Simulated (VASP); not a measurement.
Here is the system:

```xyz
4
Lattice="5.3301 -1.6538 0.0000 5.3301 1.6538 0.0000 -2.1489 0.0000 4.2932" Properties=species:S:1:pos:R:3 pbc="T T T"
Li     2.5844     0.0000     2.6466
Li     5.9269     0.0000     1.6466
Mg    -0.6276     0.0000     3.7117
Mg     9.1389     0.0000     0.5815
```

These are LDA (Ceperley-Alder, Perdew-Zunger), VASP's LDA PAW potentials (set 64) (plane waves; VASP) values and carry that method's errors. Settings: 400 eV cut-off, 7×7×5 Γ-centred mesh, Fermi-Dirac smearing of 0.050 eV, potentials Li_sv Mg.

At this cut-off the stress carries a Pulay error, which pulls relaxed volumes low. Energy and stress use the plane-wave basis of the starting cell.

Problem. The ions, cell shape and volume are relaxed. Predict the relaxed structure.

Solution. 
```xyz
4
Lattice="5.2944 -1.6267 0.0162 5.2944 1.6267 0.0162 -2.1213 0.0000 4.1928" Properties=species:S:1:pos:R:3 pbc="T T T"
Li     2.5727     0.0000     2.5977
Li     5.8947     0.0000     1.6276
Mg    -0.6106     0.0000     3.6330
Mg     9.0780     0.0000     0.5923
```
Space group C2/m (12), at a tolerance of 0.03 Å.

Problem. How do energy and volume change from the first to the last step?

Solution. The energy (σ→0) changes by -5.2 meV/atom and the volume by -4.4 %, in 7 ionic steps.

The structure comes from a computed database's LiMg entry; how it stands against other phases isn't given here. This run relaxes it. Symmetry was kept, so distortions that lower it aren't found. The run is one of a series of settings (EDIFFG = -0.01, IBRION = 2, ISIF = 3, NSW = 50 against the base run), some of them coarse on purpose.
